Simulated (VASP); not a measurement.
PdS (sg84): computed properties

All values below come from LDA (Ceperley-Alder, Perdew-Zunger), VASP's LDA PAW potentials (set 64) (plane waves; VASP).

For PdS, the space group comes out as P4_2/m (84) and the cell is a = 6.3510 Å, b = 6.3510 Å, c = 6.5243 Å, α = 90.00°, β = 90.00°, γ = 90.00°. The volume per atom is 16.45 Å^3/atom and the band gap (over mesh and band path) comes out as 0.03 eV. The smallest direct gap (over mesh and band path) is 0.19 eV and the band-edge character comes out as indirect, Z to Γ. The density is 6.99 g/cm³.

```
CELL_PARAMETERS angstrom
      6.35097     0.00000     0.00000
      0.00000     6.35097     0.00000
      0.00000     0.00000     6.52427
ATOMIC_POSITIONS crystal
  Pd 0.00000 0.50000 0.00000
  Pd 0.50000 0.00000 0.50000
  Pd 0.00000 0.00000 0.25000
  Pd 0.00000 0.00000 0.75000
  Pd 0.47126 0.25821 0.00000
  Pd 0.52874 0.74179 0.00000
  Pd 0.74179 0.47126 0.50000
  Pd 0.25821 0.52874 0.50000
  S  0.19451 0.30670 0.22815
  S  0.80549 0.69330 0.22815
  S  0.69330 0.19451 0.72815
  S  0.30670 0.80549 0.72815
  S  0.80549 0.69330 0.77185
  S  0.19451 0.30670 0.77185
  S  0.30670 0.80549 0.27185
  S  0.69330 0.19451 0.27185
```

The compound is PdS in the sg84 structure. It was relaxed first. Symmetry was kept, so distortions that lower it aren't found.
